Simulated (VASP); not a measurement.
The input files of a VASP run:

**POSCAR**
```
BeTe
1.0
  0.0000000000   2.8150000000   2.8150000000
  2.8150000000   0.0000000000   2.8150000000
  2.8150000000   2.8150000000   0.0000000000
Be Te
1 1
Cart
  0.0000000000   0.0000000000   0.0000000000
  1.4075000000   1.4075000000   1.4075000000
```

### INCAR
```
LCHARG=.FALSE.
LWAVE=.FALSE.
LASPH=.TRUE.
PREC=Accurate
ISIF=3   # ions, shape and volume
NSW=60   # most ionic steps
LREAL=.FALSE.
ALGO=Normal
NELM=100
EDIFF=1E-6
IBRION=2
LMAXMIX=4
ENCUT=520   # plane-wave cut-off (eV)
IVDW=13   # D4
ISMEAR=0   # Gaussian
SIGMA=0.05   # width (eV)
SYSTEM=BeTe
EDIFFG=-0.01   # ionic stop
GGA=PE   # PBE
```

File KPOINTS:
```
K-points
0
gamma
 7 7 7
0 0 0
```

POTCAR, in this order: Be Te (PBE.64 set). Program: vasp_std.

### Question
Translate this PBE-D4 calculation to Ansatz.

### Answer
One equivalent input (not run):
Ansatz 0.2 input:
```yaml
crystal:
  lattice:
    - [0.0000000, 2.8150000, 2.8150000]
    - [2.8150000, 0.0000000, 2.8150000]
    - [2.8150000, 2.8150000, 0.0000000]
  atoms:
    - { symbol: Be, position: [0.0000000, 0.0000000, 0.0000000] }
    - { symbol: Te, position: [0.2500000, 0.2500000, 0.2500000] }
kpoints:
  mp_grid: { grid: [7, 7, 7] }
hamiltonian:
  xc: pbe
  dispersion: d4
  pseudopotentials: { kind: paw }
scf:
  occupations: { method: gaussian, width: 0.05 }
  max_iter: 100
relax:
  max_steps: 60
  f_tol: 0.01
  cell: {}
output: { forces: true, stress: true, eigenvalues: true }
```
What does not carry over: each code has its own PAW files, so the cut-off isn't converted (ENCUT is set for VASP's; basis.ecutwfc is left out, and Ansatz then takes the one that its files recommend); Ansatz stops its SCF on the density residual and VASP on the energy change (EDIFF).

The compound is BeTe in the zinc blende structure. This run relaxes it. Symmetry was kept, so distortions that lower it aren't found.
